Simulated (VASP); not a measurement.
# SrMg: accuracy against cost in the plane-wave cutoff and SCF solver

Aim: find what the plane-wave cutoff and SCF solver change for SrMg, and what they cost. The series runs use LDA. The plane-wave cutoff tried: ENCUT = 140; ENCUT = 170; ENCUT = 210; ENCUT = 230; ENCUT = 260; ENCUT = 300; ENCUT = 370; ENCUT = 460. The SCF solver tried: ALGO = Normal; ALGO = Fast; ALGO = VeryFast; ALGO = All; ALGO = Damped; AMIX = 0.1, BMIX = 0.01; AMIX = 0.8; IMIX = 1, AMIX = 0.2. The start is a computed cell from the Materials Project.

Program: VASP 6.6.1. Level of theory: LDA; plane waves and PAW (Sr_sv, Mg). Results are calculated unless marked as measured.

Report form: the programs' logs are mostly left out.

**1. The starting structure**

It takes space group Pm-3m (No. 221, cubic). Conventional cell: a = 4.190 Å, b = 4.190 Å, c = 4.190 Å, α = 90.00°, β = 90.00°, γ = 90.00°. Nearest to Sr lie 8 Mg at 3.63 Å. Nearest to Mg lie 8 Sr at 3.63 Å. Farther neighbours are not listed.

**2. Plane-wave cutoff: ENCUT = 140**

The basis grows with ENCUT, and energy and stress both move with it. LDA, the lowest rung, knows the local density alone.

Input file INCAR:

```
SYSTEM = SrMg
PREC = Accurate
ENCUT = 140
EDIFF = 1E-06
NELM = 100
ISMEAR = -1
SIGMA = 0.05
LREAL = .FALSE.
ALGO = Normal
GGA = CA
NBANDS = 12
LORBIT = 11
LWAVE = .FALSE.
LCHARG = .FALSE.
KPAR = 2
ISIF = 2
```

Input file POSCAR:

```
SrMg
1.0
    4.1903181100      0.0000000000      0.0000000000
    0.0000000000      4.1903181100      0.0000000000
    0.0000000000      0.0000000000      4.1903181100
Sr Mg
1 1
Direct
    0.5000000000      0.5000000000      0.5000000000
    0.0000000000      0.0000000000      0.0000000000
```

Input file KPOINTS:

```
Automatic mesh
0
Gamma
5 5 5
0 0 0
```

PAW data sets: Sr_sv and Mg (PBE family, release 64).

On the command line:

```
> mpirun -np 2 vasp_std
```

Wall time 1.6 s (2 MPI ranks of AMD EPYC 7R43, shared host); peak memory 0.13 GiB.

The k-mesh is coarse for a metal. The PAW data sets were made with PBE, though LDA sets exist; this is a small mismatch.

Numbers from this step:

```yaml
scf_cycles: 10
electrons: 12
bands: 12
irreducible_k_points: 10
symmetry_operations: 48
free_energy_toten: -4.107 eV
energy_at_zero_smearing: -4.099 eV
fermi_energy: 1.651 eV
pressure: -10.21 GPa
metallic: yes
```

The series starts at -2.0496 eV an atom and -10.21 GPa, after 10 cycles in 1.6 s.

**3. Plane-wave cutoff: ENCUT = 170**

INCAR, as its differences from that of step 2:

```diff
@@ -2,3 +2,3 @@
 PREC = Accurate
-ENCUT = 140
+ENCUT = 170
 EDIFF = 1E-06
```

POSCAR is that of step 2.

KPOINTS is that of step 2.

On the command line:

```
> mpirun -np 2 vasp_std
```

It took 1.8 s on 2 MPI ranks; peak memory 0.15 GiB.

Against the run before the energy moves by +91.60 meV an atom and the pressure by +6.67 GPa, after 11 cycles in 1.8 s.

**4. Plane-wave cutoff: ENCUT = 210**

INCAR, as its differences from that of step 3:

```diff
@@ -2,3 +2,3 @@
 PREC = Accurate
-ENCUT = 170
+ENCUT = 210
 EDIFF = 1E-06
```

POSCAR is that of step 3.

KPOINTS is that of step 3.

On the command line:

```
> mpirun -np 2 vasp_std
```

It took 2.2 s on 2 MPI ranks; peak memory 0.16 GiB.

Against the run before the energy moves by +22.45 meV an atom and the pressure by +1.40 GPa, after 11 cycles in 2.2 s.

**5. Plane-wave cutoff: ENCUT = 230**

INCAR, as its differences from that of step 4:

```diff
@@ -2,3 +2,3 @@
 PREC = Accurate
-ENCUT = 210
+ENCUT = 230
 EDIFF = 1E-06
```

POSCAR is that of step 4.

KPOINTS is that of step 4.

On the command line:

```
> mpirun -np 2 vasp_std
```

Elapsed: 2.6 s, on 2 MPI ranks; peak memory 0.17 GiB.

Against the run before the energy moves by +2.59 meV an atom and the pressure by +0.06 GPa, after 11 cycles in 2.6 s.

**6. Plane-wave cutoff: ENCUT = 260**

INCAR, as its differences from that of step 5:

```diff
@@ -2,3 +2,3 @@
 PREC = Accurate
-ENCUT = 230
+ENCUT = 260
 EDIFF = 1E-06
```

POSCAR is that of step 5.

KPOINTS is that of step 5.

On the command line:

```
> mpirun -np 2 vasp_std
```

Wall time 2.6 s (2 MPI ranks); peak memory 0.17 GiB; 3.9 s of CPU time.

Against the run before the energy moves by +0.33 meV an atom and the pressure by +0.03 GPa, after 11 cycles in 2.6 s.

**7. Plane-wave cutoff: ENCUT = 300**

INCAR, as its differences from that of step 6:

```diff
@@ -2,3 +2,3 @@
 PREC = Accurate
-ENCUT = 260
+ENCUT = 300
 EDIFF = 1E-06
```

POSCAR is that of step 6.

KPOINTS is that of step 6.

On the command line:

```
> mpirun -np 2 vasp_std
```

The job ended after 2.8 s (2 MPI ranks; peak memory 0.18 GiB).

Against the run before the energy moves by +0.65 meV an atom and the pressure by +0.07 GPa, after 11 cycles in 2.8 s.

**8. Plane-wave cutoff: ENCUT = 370**

INCAR, as its differences from that of step 7:

```diff
@@ -2,3 +2,3 @@
 PREC = Accurate
-ENCUT = 300
+ENCUT = 370
 EDIFF = 1E-06
```

POSCAR is that of step 7.

KPOINTS is that of step 7.

On the command line:

```
> mpirun -np 2 vasp_std
```

The job ended after 3.8 s (2 MPI ranks; peak memory 0.21 GiB).

Against the run before the energy moves by +0.77 meV an atom and the pressure by +0.05 GPa, after 11 cycles in 3.8 s.

**9. Plane-wave cutoff: ENCUT = 460**

INCAR, as its differences from that of step 8:

```diff
@@ -2,3 +2,3 @@
 PREC = Accurate
-ENCUT = 370
+ENCUT = 460
 EDIFF = 1E-06
```

POSCAR is that of step 8.

KPOINTS is that of step 8.

On the command line:

```
> mpirun -np 2 vasp_std
```

Wall time 4.2 s (2 MPI ranks); peak memory 0.22 GiB; 7.1 s of CPU time.

Against the run before the energy moves by -0.14 meV an atom while the pressure stays within 0.01 GPa, after 11 cycles in 4.2 s.

**10. The plane-wave cutoff series as a table**

This step: convergence of LDA results with the cutoff; plane waves and PAW (VASP 6.6.1).

This step runs nothing: it gathers the runs above.

Differences are taken from the run with ENCUT = 460. Results of the series, by row:

```tsv
setting	status	energy less the reference (meV/atom)	pressure (GPa)	SCF cycles	wall time (s)
ENCUT = 140	converged	-118.3	-10.21	10	1.6
ENCUT = 170	converged	-26.65	-3.542	11	1.8
ENCUT = 210	converged	-4.207	-2.14	11	2.2
ENCUT = 230	converged	-1.612	-2.08	11	2.6
ENCUT = 260	converged	-1.279	-2.053	11	2.6
ENCUT = 300	converged	-0.6332	-1.978	11	2.8
ENCUT = 370	converged	0.1404	-1.933	11	3.8
ENCUT = 460	converged	0	-1.936	11	4.2
```

**11. SCF solver: ALGO = Normal**

This step: LDA; plane waves and PAW (Sr_sv, Mg) (VASP 6.6.1).

All solvers should reach one answer; they differ in cycles and robustness.

INCAR, as its differences from that of step 9:

```diff
@@ -2,3 +2,3 @@
 PREC = Accurate
-ENCUT = 460
+ENCUT = 400
 EDIFF = 1E-06
```

POSCAR is that of step 9.

KPOINTS is that of step 9.

On the command line:

```
> mpirun -np 2 vasp_std
```

Wall time 3.8 s (2 MPI ranks); peak memory 0.2 GiB; 6.3 s of CPU time.

This step gave:

```yaml
free_energy_toten: -3.870 eV
energy_at_zero_smearing: -3.862 eV
pressure: -1.938 GPa
```

The series starts at -1.9312 eV an atom and -1.94 GPa, after 11 cycles in 3.8 s.

**12. SCF solver: ALGO = Fast**

INCAR, as its differences from that of step 11:

```diff
@@ -8,3 +8,3 @@
 LREAL = .FALSE.
-ALGO = Normal
+ALGO = Fast
 GGA = CA
```

POSCAR is that of step 11.

KPOINTS is that of step 11.

On the command line:

```
> mpirun -np 2 vasp_std
```

Run time: 4.4 s. Hardware: 2 MPI ranks; peak memory 0.2 GiB.

Against the first of the series the energy stays within 0.01 meV an atom; the pressure moves by -0.02 GPa, after 13 cycles in 4.4 s.

**13. SCF solver: ALGO = VeryFast**

INCAR, as its differences from that of step 12:

```diff
@@ -8,3 +8,3 @@
 LREAL = .FALSE.
-ALGO = Fast
+ALGO = VeryFast
 GGA = CA
```

POSCAR is that of step 12.

KPOINTS is that of step 12.

On the command line:

```
> mpirun -np 2 vasp_std
```

The job ended after 8.2 s (2 MPI ranks; peak memory 0.19 GiB; 15 s of CPU time).

Against the first of the series the energy stays within 0.01 meV an atom and the pressure within 0.01 GPa, after 30 cycles in 8.2 s.

**14. SCF solver: ALGO = All**

INCAR, as its differences from that of step 13:

```diff
@@ -8,3 +8,3 @@
 LREAL = .FALSE.
-ALGO = VeryFast
+ALGO = All
 GGA = CA
```

POSCAR is that of step 13.

KPOINTS is that of step 13.

On the command line:

```
> mpirun -np 2 vasp_std
```

The job ended after 4.2 s (2 MPI ranks; peak memory 0.2 GiB).

Against the first of the series the energy stays within 0.01 meV an atom and the pressure within 0.01 GPa, after 15 cycles in 4.2 s.

**15. SCF solver: ALGO = Damped**

INCAR, as its differences from that of step 14:

```diff
@@ -8,3 +8,3 @@
 LREAL = .FALSE.
-ALGO = All
+ALGO = Damped
 GGA = CA
```

POSCAR is that of step 14.

KPOINTS is that of step 14.

On the command line:

```
> mpirun -np 2 vasp_std
```

Wall time 9.4 s (2 MPI ranks); peak memory 0.21 GiB.

Against the first of the series the energy moves by +0.01 meV an atom and the pressure by -0.01 GPa, after 60 cycles in 9.4 s.

**16. SCF solver: AMIX = 0.1, BMIX = 0.01**

INCAR, as its differences from that of step 15:

```diff
@@ -8,3 +8,3 @@
 LREAL = .FALSE.
-ALGO = Damped
+ALGO = Normal
 GGA = CA
@@ -16 +16,3 @@
 ISIF = 2
+AMIX = 0.1
+BMIX = 0.01
```

POSCAR is that of step 15.

KPOINTS is that of step 15.

On the command line:

```
> mpirun -np 2 vasp_std
```

It took 4.4 s on 2 MPI ranks; peak memory 0.2 GiB; 7.4 s of CPU time.

Against the first of the series the energy stays within 0.01 meV an atom and the pressure within 0.01 GPa, after 14 cycles in 4.4 s.

**17. SCF solver: AMIX = 0.8**

INCAR, as its differences from that of step 16:

```diff
@@ -16,3 +16,2 @@
 ISIF = 2
-AMIX = 0.1
-BMIX = 0.01
+AMIX = 0.8
```

POSCAR is that of step 16.

KPOINTS is that of step 16.

On the command line:

```
> mpirun -np 2 vasp_std
```

It took 4.4 s on 2 MPI ranks; peak memory 0.21 GiB; 7.3 s of CPU time.

Against the first of the series the energy stays within 0.01 meV an atom and the pressure within 0.01 GPa, after 13 cycles in 4.4 s.

**18. SCF solver: IMIX = 1, AMIX = 0.2**

INCAR, as its differences from that of step 17:

```diff
@@ -16,2 +16,3 @@
 ISIF = 2
-AMIX = 0.8
+IMIX = 1
+AMIX = 0.2
```

POSCAR is that of step 17.

KPOINTS is that of step 17.

On the command line:

```
> mpirun -np 2 vasp_std
```

The job ended after 6.8 s (2 MPI ranks; peak memory 0.19 GiB; 12 s of CPU time).

Against the first of the series the energy stays within 0.01 meV an atom; the pressure moves by -0.03 GPa, after 27 cycles in 6.8 s.

**19. The SCF solver series as a table**

This step: convergence of LDA results with the solver; plane waves and PAW (VASP 6.6.1).

No new run; the numbers come from the runs before.

Differences are taken from the run with ALGO = Normal. Results of the series, by row:

```tsv
setting	status	energy less the reference (meV/atom)	pressure (GPa)	SCF cycles	wall time (s)
ALGO = Normal	converged	0	-1.938	11	3.8
ALGO = Fast	converged	1.75e-4	-1.953	13	4.4
ALGO = VeryFast	converged	0.00186	-1.939	30	8.2
ALGO = All	converged	6.50e-5	-1.941	15	4.2
ALGO = Damped	converged	0.0103	-1.947	60	9.4
AMIX = 0.1, BMIX = 0.01	converged	-1.25e-4	-1.938	14	4.4
AMIX = 0.8	converged	-3.50e-5	-1.939	13	4.4
IMIX = 1, AMIX = 0.2	converged	4.40e-4	-1.964	27	6.8
```

**20. What came out**

```
plane-wave cutoff from which the energy stays within 10 meV/atom of the reference : ENCUT = 210
plane-wave cutoff from which the energy stays within 1 meV/atom of the reference  : ENCUT = 300
plane-wave cutoff from which the pressure stays within 0.2 GPa of the reference   : ENCUT = 230
spread of the pressure over the plane-wave cutoff                                 : 8.27 GPa
spread of the energy over the plane-wave cutoff                                   : 118 meV/atom
fewest SCF cycles                                                                 : ALGO = Normal (11)
most SCF cycles among converged runs                                              : ALGO = Damped (60)
spread of the pressure over the SCF solver                                        : 0.0266 GPa
spread of the energy over the SCF solver                                          : 0.0104 meV/atom
```

**Reading.** From ENCUT = 300 on, the energy stays within 1 meV an atom of the reference, at 67 % of its time. The pressure holds within 0.2 GPa from ENCUT = 230 on. These cutoffs are 0.6 to 2 times the default of the data sets, about 230 eV; at the default the run is off by -1.6 meV an atom, -0.14 GPa, and at 1.3 times by -0.6 meV an atom, -0.04 GPa. Energy differences between like cells converge faster than these totals. All SCF solvers that converged agree within 0.05 meV an atom. No setting beats the 3.8 s of ALGO = Normal by a fifth or more; the slowest converged run is ALGO = Damped, at 9.4 s. On a shared host such times are rough. Differences are taken from the run with ENCUT = 460, which is itself not the exact limit. Forces vanish by symmetry in this cell, so the series can't test them. The run at ENCUT = 140 is over 30 meV an atom or 2 GPa off and describes the material poorly.

[Lines on the potential files, build, host, timing and source positions are cut from VASP's logs without a mark.]

[Logs are printed without paths, hosts, clocks, repeated set-up lines and the standing remarks that a program may print on its own settings, such as how far it seeks lower states.]

[Hosts, paths, dates, database ids (printed as entryN), source tags and the programs' standing remarks are cut or masked in the printed files.]

[A measured line is paired with the nearest computed mode of its activity, which favours agreement.]
